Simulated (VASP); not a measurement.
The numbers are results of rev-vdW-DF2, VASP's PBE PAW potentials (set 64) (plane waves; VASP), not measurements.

Input for VASP

POSCAR:
```
CdSe
1
    0.0000000000     3.0787103551     3.0787103551
    3.0787103551     0.0000000000     3.0787103551
    3.0787103551     3.0787103551     0.0000000000
Cd Se
1 1
Direct
  0.0000000000   0.0000000000   0.0000000000
  0.2500000000   0.2500000000   0.2500000000
```

INCAR:
```
SYSTEM=CdSe
PREC=Accurate; ENCUT=520; LREAL=.FALSE.
LASPH=.TRUE.
EDIFF=1E-7; NELM=100; ALGO=Normal
LMAXMIX=4
ISMEAR=0; SIGMA=0.05
GGA=MK; LUSE_VDW=.TRUE.; AGGAC=0.0
PARAM1=0.1234568; PARAM2=0.7114; ZAB_VDW=-1.8867
ISIF=2
LWAVE=.FALSE.; LCHARG=.FALSE.
```

File KPOINTS:
```
kpoints
0
gamma
  8 8 8
0 0 0
```

POTCAR, in this order: Cd Se (PBE.64 set). Program: vasp_std.

Problem. What will the output report for the number of irreducible k-points (NKPTS), largest plane-wave count, number of space-group operations, FFT grid (NGX, NGY, NGZ)?

Solution. 
```json
{
  "number of irreducible k-points (NKPTS)": "29",
  "largest_plane_wave_count": "1591",
  "number_of_space_group_operations": "24",
  "FFT grid (NGX, NGY, NGZ)": "32 × 32 × 32"
}
```

The compound is CdSe in the zinc blende structure, whereas wurtzite is the usual form. It was relaxed first, which changed the volume by +5 %.
